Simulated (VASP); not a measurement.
Energy against volume of BAs (zinc blende). Calculation: PBE GGA with D3 dispersion (Becke-Johnson damping), VASP's PBE PAW potentials (set 64) (plane waves; VASP 6.6.1). Settings: 520 eV cut-off, 10×10×10 Γ-centred mesh, Gaussian smearing of 0.050 eV, potentials B As.

```
V (Å³/atom)  E (eV/atom)
-----------  -----------
12.767          -6.00919
13.174          -6.02742
13.582          -6.03315
13.989          -6.02820
```

Question: Fit these four points and predict the energy of the run at 14.397 Å³/atom.

Answer: A cubic in V^(−2/3), the third-order Birch-Murnaghan form, passes through the four points with V0 = 13.59 Å³/atom and B0 = 139 GPa, and gives -6.0141 eV/atom there. The run gave -6.0141 eV/atom, +0.0 meV/atom from the fit; all five points give B0 = 140 GPa.

The compound is BAs in the zinc blende structure. It was relaxed first.
